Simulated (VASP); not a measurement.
Consider the following.

```yaml
crystal:
  lattice:
    - [3.99370, 0.00000, 0.00000]
    - [0.00000, 3.99370, 0.00000]
    - [0.00000, 0.00000, 3.99370]
  atoms:
    - { symbol: K, position: [0.00000, 0.00000, 0.00000] }
    - { symbol: Zn, position: [0.50000, 0.50000, 0.50000] }
    - { symbol: F, position: [0.50000, 0.00000, 0.50000] }
    - { symbol: F, position: [0.00000, 0.50000, 0.50000] }
    - { symbol: F, position: [0.50000, 0.50000, 0.00000] }
```

The numbers are results of PBE GGA, VASP's PBE PAW potentials (set 64) (plane waves; VASP), not measurements. Numerical set-up: 400 eV cut-off, 4×4×4 Γ-centred mesh, Fermi-Dirac smearing of 0.010 eV, potentials K_sv Zn F.

Problem. Predict the energy per atom (σ→0), band gap (on the k-mesh) with the smallest direct gap where there is one.

Solution. 
```
Item                                         Result
-----------------------------------  --------------
band gap (on the k-mesh)                    3.91 eV
smallest direct gap (on the k-mesh)         6.03 eV
energy per atom (σ→0)                -4.041 eV/atom
```

The structure is a typed KZnF3 crystal (Pm-3m). The cell was not relaxed at this level.
